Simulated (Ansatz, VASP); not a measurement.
**Cross-check of CsSrF3 between VASP and Ansatz**

Aim: how closely do two programs agree when they are given the same cell, functional and k mesh? The cell is taken from a series of runs on this material, whose earlier steps may have relaxed, scaled, displaced or heated it; both programs get it as it stands.

Main program and level: Ansatz 0.2.0; plane waves, with VASP 6.6.1 beside it; G0W0 gap at LDA.

### Step 1. The structure

It takes space group Pm-3m (No. 221, cubic). The conventional cell has a = 4.763 Å, b = 4.763 Å, c = 4.763 Å, α = 90.00°, β = 90.00°, γ = 90.00°. Nearest to Cs lie 12 F at 3.37 Å. Nearest to Sr lie 6 F at 2.38 Å. Nearest to F lie 2 Sr at 2.38 Å and 4 Cs at 3.37 Å. Farther neighbours and most contacts between anions are not listed.

Structure file:

```cif
data_structure
_symmetry_space_group_name_H-M 'Pm-3m'
_symmetry_Int_Tables_number 221
_cell_length_a 4.7632
_cell_length_b 4.7632
_cell_length_c 4.7632
_cell_angle_alpha 90.000
_cell_angle_beta 90.000
_cell_angle_gamma 90.000
_cell_volume 108.07
loop_
_atom_site_label
_atom_site_type_symbol
_atom_site_symmetry_multiplicity
_atom_site_Wyckoff_symbol
_atom_site_fract_x
_atom_site_fract_y
_atom_site_fract_z
_atom_site_occupancy
Cs1 Cs 1 a 0.00000 0.00000 0.00000 1
Sr1 Sr 1 b 0.50000 0.50000 0.50000 1
F1 F 3 c 0.00000 0.50000 0.50000 1
```

### Step 2. VASP: G0W0 gap, LDA

Quasiparticle shifts depend on high empty states and on the cores, so they are the hardest test of two PAW sets.

Lines of VASP's logs that name or quote its potential files are left out, and so is its time.

The run reads the wave functions of an earlier VASP run, which isn't shown here.

INCAR reads:

```
SYSTEM = CsSrF3
PREC = Accurate
ENCUT = 520
ISMEAR = 0
SIGMA = 0.01
LREAL = .FALSE.
GGA = CA
NBANDS = 91
ALGO = EVGW0
NELMGW = 1
ENCUTGW = 114.29
NOMEGA = 64
PRECFOCK = Fast
NBANDSGW = 28
LWAVE = .FALSE.
LCHARG = .FALSE.
```

POSCAR reads:

```
CsSrF3
1.0
    4.7632470100      0.0000000000      0.0000000000
    0.0000000000      4.7632470100      0.0000000000
    0.0000000000      0.0000000000      4.7632470100
Cs Sr F
1 1 3
Direct
    0.0000000000      0.0000000000      0.0000000000
    0.5000000000      0.5000000000      0.5000000000
    0.0000000000      0.5000000000      0.5000000000
    0.5000000000      0.0000000000      0.5000000000
    0.5000000000      0.5000000000      0.0000000000
```

KPOINTS reads:

```
Automatic mesh
0
Gamma
2 2 2
0 0 0
```

Potentials, in the order of the species: Cs_sv_GW, Sr_sv_GW and F_GW (LDA family, release 64).

The run is started by

```
export OMP_NUM_THREADS=3
mpirun -np 1 vasp_std
```

Log:

```text
[banner, memory and clock lines left out]
running    1 mpi-ranks, on    1 nodes
 distrk:  each k-point on    1 cores,    1 groups
 distr:  one band on    1 cores,    1 groups
 Offloading initialized ...    1 GPUs detected
 POSCAR found type information on POSCAR CsSrF
 POSCAR found :  3 types and       5 ions
|                                                                             |
|           W    W    AA    RRRRR   N    N  II  N    N   GGGG   !!!           |
|           W    W   A  A   R    R  NN   N  II  NN   N  G    G  !!!           |
|           W    W  A    A  R    R  N N  N  II  N N  N  G       !!!           |
|           W WW W  AAAAAA  RRRRR   N  N N  II  N  N N  G  GGG   !            |
|           WW  WW  A    A  R   R   N   NN  II  N   NN  G    G                |
|           W    W  A    A  R    R  N    N  II  N    N   GGGG   !!!           |
|                                                                             |
|     The default for ENCUTGWSOFT is different in this version of VASP.       |
|     please manually set ENCUTGWSOFT =114.29 in the INCAR file.              |
|                                                                             |

 LDA part: xc-table for (Slater(with rela. corr.)+CA(PZ))
 , standard interpolation
 found WAVECAR, reading the header
 POSCAR, INCAR and KPOINTS ok, starting setup
 FFT: planning ... GRIDC
 FFT: planning ... GRID_SOFT
 FFT: planning ... GRID
 reading WAVECAR
 the WAVECAR file was read successfully
 initial charge from wavefunction
 available memory per node:   1670.38 GB, setting MAXMEM to   1710466

 The Fermi energy was updated, please check that it is located mid-gap
 values below the HOMO (VB) or above the LUMO (CB) will cause erroneous energies
 E-fermi :   1.8198

 calculate exact exchange contribution
 the WAVEDER file was read successfully
energies w=
    0.000    0.000    0.770    0.000    1.538    0.000    2.303    0.000
    3.063    0.000    3.816    0.000    4.562    0.000    5.300    0.000
    6.028    0.000    6.746    0.000    7.454    0.000    8.153    0.000
    8.842    0.000    9.522    0.000   10.194    0.000   10.857    0.000
   11.514    0.000   12.164    0.000   12.810    0.000   13.452    0.000
   14.092    0.000   14.730    0.000   15.369    0.000   16.009    0.000
   16.653    0.000   17.301    0.000   17.956    0.000   18.620    0.000
   19.294    0.000   19.981    0.000   20.683    0.000   21.402    0.000
   22.142    0.000   22.905    0.000   23.696    0.000   24.517    0.000
   25.373    0.000   26.269    0.000   27.211    0.000   28.204    0.000
   29.257    0.000   30.379    0.000   31.577    0.000   32.866    0.000
   34.259    0.000   35.772    0.000   37.426    0.000   39.246    0.000
   41.262    0.000   43.512    0.000   46.043    0.000   48.917    0.000
   52.212    0.000   56.033    0.000   60.520    0.000   65.866    0.000
   72.347    0.000   80.367    0.000   90.541    0.000  103.863    0.000
  122.038    0.000  148.270    0.000  189.359    0.000  262.723    0.000
 responsefunction array rank=     305
 LDA part: xc-table for (Slater(with rela. corr.)+CA(PZ))
 , standard interpolation

 min. memory requirement per mpi rank    330.8 MB, per node    330.8 MB

 allocating  64 responsefunctions rank=   305
 shmem allocating  64 responsefunctions rank=   305
 response function shared by NCSHMEM nodes    1
 Doing            64  frequencies on each core in blocks of            64
NQ=   1    0.0000    0.0000    0.0000,
|.........|.........|.........|.........|.........|.........|.........|.........
 performed         43000 updates of chi_q(r,r)
 total number of BLAS operations         32.08 Gflops
NQ=   2    0.5000    0.0000    0.0000,
|.........|.........|.........|.........|.........|.........|.........|.........
 performed        106000 updates of chi_q(r,r)
 total number of BLAS operations         74.21 Gflops
NQ=   3    0.5000    0.5000    0.0000,
|.........|.........|.........|.........|.........|.........|.........|.........
 performed        169000 updates of chi_q(r,r)
 total number of BLAS operations        119.92 Gflops
NQ=   4    0.5000    0.5000    0.5000,
|.........|.........|.........|.........|.........|.........|.........|.........
 performed        212000 updates of chi_q(r,r)
 total number of BLAS operations        151.78 Gflops
 resolving degeneracies of screened two electron integrals

 calculate QP shifts <psi_nk| G(iteration)W_0 |psi_nk>: iteration 1
 entering main loop
```

From OUTCAR (step 2):

```text
ion  position               nearest neighbor table
   1  0.000  0.000  0.000-
   2  0.500  0.500  0.500-   3 2.38   4 2.38   5 2.38   5 2.38   4 2.38   3 2.38
   3  0.000  0.500  0.500-   2 2.38   2 2.38
   4  0.500  0.000  0.500-   2 2.38   2 2.38
   5  0.500  0.500  0.000-   2 2.38   2 2.38

  LATTYP: Found a simple cubic cell.
 ALAT       =     4.7632470100

 Subroutine GETGRP returns: Found 48 space group operations
 (whereof 48 operations were pure point group operations)

The static configuration has the point symmetry O_h .

 Found      4 irreducible k-points:

   k-points           NKPTS =      4   k-points in BZ     NKDIM =      8   number of bands    NBANDS=     91

   dimension x,y,z NGX =    36 NGY =   36 NGZ =   36
   dimension x,y,z NGXF=    72 NGYF=   72 NGZF=   72

   ENCUT  =  520.0 eV  38.22 Ry    6.18 a.u.   8.86  8.86  8.86*2*pi/ulx,y,z

   NELECT =      40.0000    total number of electrons

  energy-cutoff  :      520.00
  volume of cell :      108.07
      direct lattice vectors                 reciprocal lattice vectors
     4.763247010  0.000000000  0.000000000     0.209940824  0.000000000  0.000000000
     0.000000000  4.763247010  0.000000000     0.000000000  0.209940824  0.000000000
     0.000000000  0.000000000  4.763247010     0.000000000  0.000000000  0.209940824

 k-points in reciprocal lattice and weights: Automatic mesh
   0.00000000  0.00000000  0.00000000       0.125
   0.50000000  0.00000000  0.00000000       0.375
   0.50000000  0.50000000  0.00000000       0.375
   0.50000000  0.50000000  0.50000000       0.125

 E-fermi :   1.8198

 QP shifts <psi_nk| G(iteration)W_0 |psi_nk>: iteration 1
 for sc-GW calculations column KS-energies equals QP-energies in previous step
 and V_xc(KS)=  KS-energies - (<T + V_ion + V_H > + <T+V_H+V_ion>^1  + <V_x>^1)
 k-point   1 :       0.0000    0.0000    0.0000
  band No.  KS-energies  QP-energies   sigma(KS)   V_xc(KS)     V^pw_x(r,r')   Z            occupation Imag(sigma)
    ...
     17      -1.4677      -3.1758     -23.2094     -20.9953     -28.4165       0.7715       2.0000       0.1323
     18      -1.2008      -2.8820     -24.5347     -22.3570     -30.0057       0.7720       2.0000       0.1346
     19      -1.2008      -2.8820     -24.5347     -22.3570     -30.0057       0.7720       2.0000       0.1346
     20      -1.2008      -2.8820     -24.5347     -22.3570     -30.0057       0.7720       2.0000       0.1346
     21       4.8405       6.6267      -6.5657      -8.6187      -3.7624       0.8701       0.0000      -0.0598
     22       6.3730       8.2022      -5.9995      -8.1063      -3.3174       0.8683       0.0000      -0.0606
     23       6.3730       8.2022      -5.9995      -8.1063      -3.3174       0.8683       0.0000      -0.0606
     24       7.3063       9.6651      -6.9461      -9.6726      -4.1057       0.8651       0.0000      -0.0631
    ...

 k-point   2 :       0.5000    0.0000    0.0000
  band No.  KS-energies  QP-energies   sigma(KS)   V_xc(KS)     V^pw_x(r,r')   Z            occupation Imag(sigma)
    ...
     17      -1.6137      -3.3398     -23.0217     -20.7738     -28.2928       0.7678       2.0000       0.1381
     18      -1.6137      -3.3398     -23.0217     -20.7738     -28.2928       0.7678       2.0000       0.1381
     19      -1.2143      -2.8932     -24.4906     -22.3118     -29.9351       0.7705       2.0000       0.1354
     20      -1.2143      -2.8932     -24.4906     -22.3118     -29.9351       0.7705       2.0000       0.1354
     21       6.5131       8.4148      -7.4934      -9.7104      -4.9176       0.8578       0.0000      -0.0618
     22       7.2031       9.1425      -7.0951      -9.3549      -4.5680       0.8582       0.0000      -0.0620
     23       7.8346       9.9080      -7.4878      -9.8950      -4.5825       0.8613       0.0000      -0.0706
     24       8.1309      10.7630      -7.4329     -10.4810      -4.4520       0.8635       0.0000      -0.0688
    ...

 k-point   3 :       0.5000    0.5000    0.0000
  band No.  KS-energies  QP-energies   sigma(KS)   V_xc(KS)     V^pw_x(r,r')   Z            occupation Imag(sigma)
    ...
     17      -1.4454      -3.1550     -23.3427     -21.1225     -28.6324       0.7701       2.0000       0.1352
     18      -1.4454      -3.1550     -23.3427     -21.1225     -28.6324       0.7701       2.0000       0.1352
     19      -1.2320      -2.9088     -24.4111     -22.2311     -29.8188       0.7691       2.0000       0.1325
     20      -1.2295      -2.9177     -24.0676     -21.8638     -29.5605       0.7660       2.0000       0.1371
     21       6.8391       8.9069      -7.4471      -9.8488      -4.7883       0.8610       0.0000      -0.0623
     22       7.2676       9.4248      -9.2837     -11.8329      -6.9535       0.8462       0.0000      -0.0628
     23       7.6923      10.1152      -8.7372     -11.5823      -6.1774       0.8516       0.0000      -0.0634
     24       7.6923      10.1152      -8.7372     -11.5823      -6.1774       0.8516       0.0000      -0.0634
    ...

 k-point   4 :       0.5000    0.5000    0.5000
  band No.  KS-energies  QP-energies   sigma(KS)   V_xc(KS)     V^pw_x(r,r')   Z            occupation Imag(sigma)
    ...
     17      -1.8338      -3.5458     -22.1872     -19.9671     -27.1746       0.7711       2.0000       0.1349
     18      -1.2208      -2.9148     -24.1054     -21.8987     -29.6065       0.7677       2.0000       0.1370
     19      -1.2208      -2.9148     -24.1054     -21.8987     -29.6065       0.7677       2.0000       0.1370
     20      -1.2208      -2.9148     -24.1054     -21.8987     -29.6065       0.7677       2.0000       0.1370
     21       7.1510       9.1765      -6.5953      -8.9306      -3.8607       0.8674       0.0000      -0.0628
     22       7.1510       9.1765      -6.5953      -8.9306      -3.8607       0.8674       0.0000      -0.0628
     23       7.1510       9.1765      -6.5953      -8.9306      -3.8607       0.8674       0.0000      -0.0628
     24       9.0847      11.7651     -10.0000     -13.2045      -7.3116       0.8365       0.0000      -0.0778
    ...
```

### Step 3. Ansatz: G0W0 gap, LDA

Ansatz runs on norm-conserving files, of PseudoDojo where its log says so.

The same cell, functional (in two slightly different forms) and mesh now go to Ansatz.

input.yaml reads:

```yaml
crystal:
  lattice:
    - [4.76324701, 0.0, 0.0]
    - [0.0, 4.76324701, 0.0]
    - [0.0, 0.0, 4.76324701]
  atoms:
    - { symbol: Cs, position: [0.0, 0.0, 0.0] }
    - { symbol: Sr, position: [0.5, 0.5, 0.5] }
    - { symbol: F, position: [0.0, 0.5, 0.5] }
    - { symbol: F, position: [0.5, 0.0, 0.5] }
    - { symbol: F, position: [0.5, 0.5, 0.0] }
kpoints:
  mp_grid: { grid: [2, 2, 2] }
hamiltonian:
  xc: lda
  pseudopotentials: { kind: nc, accuracy: standard }
scf:
  occupations: { method: fixed }
gw:
  n_empty_bands: 71
  ecut_chi: 114.29
  qp_bands: [v2, c2]
  qp_kpoints: [[0.0, 0.0, 0.0]]
  screening: { model: contour_deformation }
  pair_densities: pseudo
basis:
  ecutwfc: 979.61
```

The run is started by

```
ansatz run input.yaml --threads 4 --pin off --max-ram 7372MiB --backend cpu --events-out ev --progress --plain --runs-dir out
```

Log:

```text
Warning: basis.ecutwfc = 979.61 eV is below the records' recommended 1142.878222 eV, and the density's cutoff is lower with it unless basis.ecutrho_ratio is high enough to keep the records' density cutoff: compare with a run at a higher cutoff
Engine: ansatz 0.2.0, x86_64-unknown-linux-gnu
Pseudopotentials: kind: nc
Pseudopotential: Cs, nc, valence charge 9, recommended cutoff 653.07327 eV (normal), Cs.nc.azcp (PseudoDojo's, or run here from an input of PseudoDojo's; its table is named by hamiltonian.pseudopotentials.accuracy)
Pseudopotential: Sr, nc, valence charge 10, recommended cutoff 925.187132 eV (normal), Sr.nc.azcp (PseudoDojo's, or run here from an input of PseudoDojo's; its table is named by hamiltonian.pseudopotentials.accuracy)
Pseudopotential: F, nc, valence charge 7, recommended cutoff 1142.878222 eV (normal), F.nc.azcp (PseudoDojo's, or run here from an input of PseudoDojo's; its table is named by hamiltonian.pseudopotentials.accuracy)
Functional definition: SPW92
  exchange = slater_x
  correlation = pw_c
Crystal: 5 atoms, lattice volume = 108.071 Å³
Basis set: ecut = 979.61 eV, 7497 PW (Γ)
Bands: 25, of which v1, the nominal top of the filled ones, is band 20 counted from 1 (19 counted from 0)
Symmetry: 48 space group operations
Space group: Pm-3m (ITA 221), of the structure as read, at distance tolerance 4.8e-5 Å
k-points: 4 of 8
Non-local potential: Cs, projectors of the file, l = 0: 2, l = 1: 2, l = 2: 2, l = 3: 2
Non-local potential: Sr, projectors of the file, l = 0: 2, l = 1: 2, l = 2: 2
Non-local potential: F, projectors of the file, l = 0: 2, l = 1: 2, l = 2: 1
Initial density: superposition of atomic densities (chi_scale 0.1, normalization cell, long waves kept (reshape's long-wave potential 0.00 eV rms))
Initial wavefunctions: pseudopotential atomic-orbital guess
Functional: x = slater, c = lda
SCF iter   1: F=—  HF=-3592.879566 eV  |F-HF|=—  |Δ(HF+E_count)|=         —  Δρ=1.53e-1  dr2=2.19e1  ethr=3.10e-3  ⟨swp⟩=5.5  Hψ=482  notcnv=0  defer=9
preconditioner: auto → Resta (q_TF=auto, 2.312 Å⁻¹)  ε∞=3.5  [insulator: Δε(μ)=3.263 eV  Ē_g=13.651 eV  n_scr=26 (ndim 8)  ℏωp=21.4 eV  f_vac=0.000  ε∞_Penn≈3.5]
SCF iter   2: F=—  HF=-3587.602059 eV  |F-HF|=—  |Δ(HF+E_count)|=    5.28e0  Δρ=5.71e-2  dr2=2.30e0  ethr=3.10e-3  ⟨swp⟩=4.5  Hψ=320  notcnv=0  defer=7
SCF iter   3: F=—  HF=-3586.950959 eV  |F-HF|=—  |Δ(HF+E_count)|=   6.51e-1  Δρ=1.55e-2  dr2=4.37e-1  ethr=3.10e-3  ⟨swp⟩=2.0  Hψ=174  notcnv=0  defer=10
SCF iter   4: F=—  HF=-3586.759340 eV  |F-HF|=—  |Δ(HF+E_count)|=   1.92e-1  Δρ=4.59e-3  dr2=2.45e-2  ethr=1.09e-3  ⟨swp⟩=3.5  Hψ=209  notcnv=0  defer=10
SCF iter   5: F=—  HF=-3586.753999 eV  |F-HF|=—  |Δ(HF+E_count)|=   5.34e-3  Δρ=1.06e-3  dr2=9.43e-4  ethr=6.12e-5  ⟨swp⟩=2.5  Hψ=188  notcnv=0  defer=10
SCF iter   6: F=—  HF=-3586.753922 eV  |F-HF|=—  |Δ(HF+E_count)|=   7.70e-5  Δρ=1.97e-4  dr2=5.40e-5  ethr=2.36e-6  ⟨swp⟩=2.2  Hψ=170  notcnv=0  defer=10
SCF iter   7: F=—  HF=-3586.753914 eV  |F-HF|=—  |Δ(HF+E_count)|=   8.17e-6  Δρ=5.46e-5  dr2=3.02e-6  ethr=1.35e-7  ⟨swp⟩=2.2  Hψ=152  notcnv=0  defer=10
SCF iter   8: F=-3586.753913 eV  HF=-3586.753913 eV  |F-HF|=1.01e-8  |Δ(HF+E_count)|=   2.89e-7  Δρ=6.99e-6  dr2=4.45e-8  ethr=2.50e-10  ⟨swp⟩=14.0  Hψ=725  notcnv=0
SCF 1 converged in 8 iterations: F = -3586.753913 eV  dr2 = 4.45e-8
NSCF: frozen V_eff on 4 k-points
G₀W₀ screening: q 1/4
[... further progress lines ...]
SCF converged after 8 iterations
Free energy (F): -3586.753913 eV
Harris-Foulkes:  -3586.753913 eV  (|F-HF|=1.01e-8)
Internal energy: -3586.753913 eV  (E = F + TS)
E sigma→0 (E₀):  -3586.753913 eV
Fermi energy:    1.791310 eV
--- Per-component energies (eV) ---
  E_band       = -241.089271
  E_kinetic    = 1708.580154
  E_local      = -3183.373482  (includes V_loc(G=0)·N_el)
  E_nonlocal   = 12.648055
  E_hartree    = 1010.296147
  E_xc         = -857.429966
  E_vxc        = -799.537658  (∫ρ·V_xc dr)
  E_ewald      = -2277.474821
  E_smearing   = -0.000000  (= −TS)
  E_closure    = -0.000000  (closes the sum)
  Σ components = -3586.753913   (vs F -3586.753913, Δ=0.00e0)
--- Band table (eV) ---
  k-point 0: bands = [... 16 lower, 1.5319, 1.7913, 1.7913, 1.7913, 7.8494, 9.4056, 9.4056, 10.3401, ... 1 higher]
  k-point 1: bands = [... 16 lower, 1.3887, 1.3887, 1.7765, 1.7765, 9.5248, 10.2309, 10.8528, 11.1637, ... 1 higher]
  k-point 2: bands = [... 16 lower, 1.5545, 1.5545, 1.7567, 1.7692, 9.8650, 10.2788, 10.7167, 10.7167, ... 1 higher]
  k-point 3: bands = [... 16 lower, 1.1683, 1.7774, 1.7774, 1.7774, 10.1819, 10.1819, 10.1819, 12.1008, ... 1 higher]
--- G₀W₀: contour deformation, 5 samples at zero and on the imaginary axis and 1 off it, 8 q-points, 71 empty bands' worth ---
  eigenvalues of the whole cell's RPA ε∞ on this k-mesh (on a slab, of 1 + 4πα/V) = 2.2698, 2.2698, 2.2698; static W/v taken at q = 0 is 0.440564
  bands read: the sum over 91 bands ends inside a degenerate multiplet in 1 slot, whose members it reads at an even weight; the widest, k=3: bands 90 to 92 (counted from 1) at 2/3 each
    ik  band        ε_KS         Σx   Σc(E_QP)       V_xc       Z   E_QP_lin       E_QP  E_QP is
     0    19      1.7913   -30.0476     6.0024   -22.1592  0.7781    -0.1423    -0.0947  root
     0    20      1.7913   -30.0476     6.0024   -22.1592  0.7781    -0.1423    -0.0947  root
     0    21      7.8494    -3.8314    -3.0768    -8.5361  0.8761     9.4951     9.4773  root
     0    22      9.4056    -3.4642    -3.0004    -8.1072  0.8726    11.0674    11.0481  root
```

### Step 4. Comparison

Known differences besides the potentials themselves: the two LDA forms differ slightly; fixed occupations in Ansatz, narrow Gaussian smearing in VASP; the cutoff is 979.61 eV in Ansatz and 520 eV in VASP; VASP's log shows a relativistic correction to its local exchange, Ansatz's none; Ansatz integrates over frequency by contour deformation, VASP on a grid of NOMEGA points; Ansatz's G0W0 levels solve the quasiparticle equation, VASP's are linearised; Ansatz's log warns that its cutoff lies below the recommended one. Total energies have different zeros and are not compared.

Both answers:

| quantity | Ansatz | VASP | difference |
| --- | --- | --- | --- |
| G0W0 gap on the mesh (eV) | 9.57 | 9.51 | +0.06 |
| Kohn-Sham gap under it (eV) | 6.06 | 6.04 | +0.02 |

### Step 5. Results

| Quantity | Value |
| --- | --- |
| difference in G0W0 gap on the mesh (G0W0 gap, LDA) | 0.063 eV |

**Reading.** The difference in G0W0 gap on the mesh is 0.063 eV (G0W0 gap, LDA). Such differences can come from data sets, numerical settings and the points named under the comparisons, not from the functional's error against experiment.

[Lines on the potential files, build, host, timing and source positions are cut from VASP's logs without a mark.]

[Logs are printed without paths, hosts, clocks, repeated set-up lines and the standing remarks that a program may print on its own settings, such as how far it seeks lower states.]

[Hosts, paths, dates, database ids (printed as entryN), source tags and the programs' standing remarks are cut or masked in the printed files.]
